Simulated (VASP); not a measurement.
Input:

```
CELL_PARAMETERS angstrom
      0.00000     2.65658     2.65658
      2.65658     0.00000     2.65658
      2.65658     2.65658     0.00000
ATOMIC_POSITIONS crystal
  Co 0.00000 0.00000 0.00000
  Si 0.25000 0.25000 0.25000
  Si 0.75000 0.75000 0.75000
```

These are PBEsol GGA, VASP's PBE PAW potentials (set 64) (plane waves; VASP) values and carry that method's errors. Numerical set-up: PREC = Normal, EDIFF = 1E-5, 400 eV cut-off, 13×13×13 Γ-centred mesh, first-order Methfessel-Paxton smearing of 0.10 eV, potentials Co Si.

Estimate the energy per atom (σ→0), pressure, band gap (on the k-mesh) with the smallest direct gap where there is one.

The band gap (on the k-mesh) comes out as none (metal, semimetal or under 0.01 eV), the energy per atom (σ→0) is -6.993 eV/atom and the pressure is -16.7 kbar.

Total energies compare only between runs with the same potentials, cut-off and functional.

The compound is CoSi2 in the fluorite structure. It was relaxed first. The run is not spin-polarised, so no magnetic state was tried. The electron count is odd and the run is not spin-polarised, which forces a metal.
